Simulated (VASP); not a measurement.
VASP ran on this input.

**KPOINTS**
```
Automatic mesh
0
Gamma
6 6 6
0 0 0
```

INCAR:
```
! general
SYSTEM  = InSb
PREC    = Accurate
ENCUT   = 520
LREAL   = .False.
LASPH   = .True.

! electronic loop
EDIFF   = 1E-6
NELM    = 100
ALGO    = Normal
LMAXMIX = 4

! smearing
ISMEAR  = 0
SIGMA   = 0.05

! functional
GGA     = PE
IVDW    = 13

! ions
IBRION  = 2
NSW     = 60
ISIF    = 3
EDIFFG  = -0.01

! output
LWAVE   = .False.
LCHARG  = .False.
```

POSCAR:
```
InSb
1.0
  0.0000000000   3.2400000000   3.2400000000
  3.2400000000   0.0000000000   3.2400000000
  3.2400000000   3.2400000000   0.0000000000
In Sb
1 1
direct
  0.0000000000   0.0000000000   0.0000000000
  0.2500000000   0.2500000000   0.2500000000
```

POTCAR, in this order: In_d Sb (PBE.64 set). Program: vasp_std.

Task: Translate this PBE-D4 calculation to Ansatz.

Result: One equivalent input (not run):
Ansatz 0.2 input:
```yaml
crystal:
  lattice:
    - [0.0000000, 3.2400000, 3.2400000]
    - [3.2400000, 0.0000000, 3.2400000]
    - [3.2400000, 3.2400000, 0.0000000]
  atoms:
    - { symbol: In, position: [0.0000000, 0.0000000, 0.0000000] }
    - { symbol: Sb, position: [0.2500000, 0.2500000, 0.2500000] }
kpoints:
  mp_grid: { grid: [6, 6, 6] }
hamiltonian:
  xc: pbe
  dispersion: d4
  pseudopotentials: { kind: paw }
scf:
  occupations: { method: gaussian, width: 0.05 }
  max_iter: 100
relax:
  max_steps: 60
  f_tol: 0.01
  cell: {}
output: { forces: true, stress: true, eigenvalues: true }
```
The two are equivalent in intent, not identical: each code has its own PAW files, so the cut-off isn't converted (ENCUT is set for VASP's; basis.ecutwfc is left out, and Ansatz then takes the one that its files recommend); Ansatz stops its SCF on the density residual and VASP on the energy change (EDIFF).

The compound is InSb in the zinc blende structure. This run relaxes it. Symmetry was kept, so distortions that lower it aren't found.
